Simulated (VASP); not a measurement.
An input for Quantum ESPRESSO's pw.x (written as the equivalent of a VASP run, and not itself run):

```
&CONTROL
  calculation = 'vc-relax'
  pseudo_dir = './pseudo'
  outdir = './out'
  tprnfor = .true.
  tstress = .true.
  nstep = 40
  forc_conv_thr = 0.00078
/
&SYSTEM
  ibrav = 0
  nat = 4
  ntyp = 2
  ecutwfc = 84
  occupations = 'smearing'
  smearing = 'gaussian'
  degauss = 0.003675
  input_dft = 'pbesol'
/
&ELECTRONS
  conv_thr = 7.3e-08
  electron_maxstep = 100
/
&IONS
/
&CELL
  press = 50
/
ATOMIC_SPECIES
  Sr 87.620 Sr.upf
  O 15.999 O.upf
CELL_PARAMETERS angstrom
     3.4809867    0.0000000   -0.0000000
    -1.7404934    3.0146226    0.0000000
     0.0000000    0.0000000    6.1354783
ATOMIC_POSITIONS crystal
  Sr   0.0000000  1.0000000  1.0000000
  Sr   0.0000000  1.0000000  0.5000000
  O    0.3333330  0.6666670  0.2500000
  O    0.6666670  0.3333330  0.7500000
K_POINTS automatic
  7 7 4 0 0 0
```

Question: Translate this input to VASP (INCAR, KPOINTS, POSCAR, choice of POTCAR).

Answer: Several could match; the one computed here: 
### KPOINTS
```
K-points
0
G
  7 7 4
0 0 0
```

INCAR:
```
! general
SYSTEM  = SrO
PREC    = Accurate
ENCUT   = 620
LREAL   = .FALSE.
LASPH   = .TRUE.

! electronic loop
EDIFF   = 1E-6
NELM    = 100
ALGO    = Normal
LMAXMIX = 4

! smearing
ISMEAR  = 0
SIGMA   = 0.05

! functional
GGA     = PS

! ions
IBRION  = 2
NSW     = 40
ISIF    = 3
EDIFFG  = -0.02
PSTRESS = 50

! output
LWAVE   = .FALSE.
LCHARG  = .FALSE.
```

**POSCAR**
```
SrO
1
    3.4809867260     0.0000000000    -0.0000000000
   -1.7404933629     3.0146225991     0.0000000000
    0.0000000000     0.0000000000     6.1354782614
Sr O
2 2
Direct
  0.0000000000   1.0000000000   1.0000000000
  0.0000000000   1.0000000000   0.5000000000
  0.3333330000   0.6666670000   0.2500000000
  0.6666670000   0.3333330000   0.7500000000
```

POTCAR, in this order: Sr_sv O (PBE.64 set). Program: vasp_std.

The two are equivalent in intent, not identical: the potentials are each code's own (VASP's PAW set, PseudoDojo norm-conserving files in pw.x), so ENCUT and ecutwfc are chosen apart and not converted; conv_thr bounds pw.x's estimated SCF error, while EDIFF bounds the energy change between steps; forc_conv_thr acts on force components and is met together with etot_conv_thr.

The structure was generated: SrO was put into the NiAs type type (P6_3/mmc), which need not be its known phase. It was relaxed first under an external pressure of 5 GPa.
